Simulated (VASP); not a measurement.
Write the native input for VASP 6.6.1 that does the following.

```yaml
Task: relaxation of cell and atoms
Functional: PBE
Potentials_or_basis: VASP PAW PBE potentials, release 64 (Ga_d, Si, S)
Cutoff: 600 eV
k_mesh: 4 × 4 × 4
Occupations: gaussian, width 0.1 eV
Spin: no spin polarisation
Dipole_correction: no
Further_INCAR_settings: ALGO = Normal; EDIFF = 1e-07; IBRION = 2; EDIFFG = -0.04; NSW = 90; ISIF = 3
```

The structure of Ga2SiS lies in POSCAR:

```
Ga2SiS
1.0
    3.9750213400      0.0000000000      0.0000000000
    0.0000000000      3.9750213400      0.0000000000
    0.0000000000      0.0000000000      3.8888159100
Ga Si S
2 1 1
Direct
    0.0000000000      0.5000000000      0.5000000000
    0.5000000000      0.0000000000      0.5000000000
    0.5000000000      0.5000000000      0.0000000000
    0.0000000000      0.0000000000      0.0000000000
```

The cell was built by a generator and needn't be a form met in nature.

The cell isn't the ideal one: species swapped into the TiAgHg2 type (P4/mmm, No. 123).

The input as run:

INCAR

```
SYSTEM = Ga2SiS
ALGO = Normal ; EDIFF = 1E-7
EDIFFG = -0.04 ; ENCUT = 600
GGA = PE ; IBRION = 2
ISIF = 3 ; ISMEAR = 0
LASPH = .TRUE. ; LCHARG = .FALSE.
LREAL = .FALSE. ; LWAVE = .FALSE.
NELM = 100 ; NSW = 90
PREC = Accurate ; SIGMA = 0.1
```

KPOINTS

```
k-points
0
G
  4 4 4
  0 0 0
```

Potentials or basis: VASP PAW PBE potentials, release 64 (Ga_d, Si, S).

Command:

```bash
$ cat potpaw_PBE.64/Ga_d/POTCAR potpaw_PBE.64/Si/POTCAR potpaw_PBE.64/S/POTCAR > POTCAR
$ mpirun -np 1 vasp_std > vasp.out
```

Results of the run:

The relaxed volume is 18.63 Å³/atom. The relaxed cell is a = 3.784 Å, b = 3.784 Å, c = 5.203 Å, α = 90.00°, β = 90.00°, γ = 90.00°. The space group after relaxing (to 0.05 Å) is P4/mmm (No. 123). The energy gained by relaxing is 186.3 meV/atom and the ionic steps are 16. The pressure after relaxing is 0.0 GPa. The band gap on the k mesh is none (metal or under the smearing width).

Caveat: the k mesh is coarse (spacing up to 0.40 Å⁻¹), so the values aren't converged; the volume moved by over 15 % at a fixed basis, so the end points are rough.

Wall time 6.6 min on 1 thread of AMD EPYC 7R43 64-Core Processor (Zen 3), on a shared host, peak memory 0.17 GiB.
